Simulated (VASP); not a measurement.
Calculation: LDA (Ceperley-Alder, Perdew-Zunger), VASP's LDA PAW potentials (set 64) (plane waves; VASP).

Input for VASP

KPOINTS:
```
Automatic mesh
0
Gamma
14 14 14
0 0 0
```

### POSCAR
```
Ta
1
   -1.6299778253     1.6299778253     1.6299778253
    1.6299778253    -1.6299778253     1.6299778253
    1.6299778253     1.6299778253    -1.6299778253
Ta
1
Direct
  1.0000000000   0.0000000000   0.0000000000
```

**INCAR**
```
SYSTEM = Ta
PREC = Accurate
ENCUT = 400
EDIFF = 1E-6
NELM = 100
ALGO = Normal
LREAL = .FALSE.
LASPH = .TRUE.
ISMEAR = 1
SIGMA = 0.1
LMAXMIX = 6
LWAVE = .FALSE.
LCHARG = .FALSE.
IBRION = 2
ISIF = 3
NSW = 60
EDIFFG = -0.01
```

POTCAR, in this order: Ta_pv (LDA.64 set). Program: vasp_std.

Unless said otherwise, spin-orbit coupling is left out, though it shifts the bands of the heavy elements here.

Task: What does the run give for the energy per atom (σ→0), band gap (on the k-mesh)?

Result: 
| Property | Result |
|---|---|
| energy per atom (σ→0) | -12.831 eV/atom |
| band gap (on the k-mesh) | none (metal, semimetal or under 0.01 eV) |

File OSZICAR:
```
...
DAV:   4    -0.133022793431E+02   -0.34720E-02   -0.34713E-02  2205   0.157E+00
DAV:   5    -0.133023111068E+02   -0.31764E-04   -0.31764E-04  2163   0.106E-01    0.145E+01
DAV:   6    -0.129470000514E+02    0.35531E+00   -0.37394E-01  1942   0.722E+00    0.700E+00
DAV:   7    -0.128335851380E+02    0.11341E+00   -0.30488E-01  1965   0.617E+00    0.337E-01
DAV:   8    -0.128314356129E+02    0.21495E-02   -0.32622E-03  2022   0.791E-01    0.132E-01
DAV:   9    -0.128313629588E+02    0.72654E-04   -0.63605E-05  2211   0.742E-02    0.297E-02
DAV:  10    -0.128313630159E+02   -0.57086E-07   -0.33806E-06  2089   0.246E-02
   1 F= -.12831363E+02 E0= -.12831409E+02  d E =-.128314E+02
```

The structure comes from a computed database's Ta entry (Im-3m); how it stands against other phases isn't given here. It was relaxed first. The start is the result of an earlier pass.
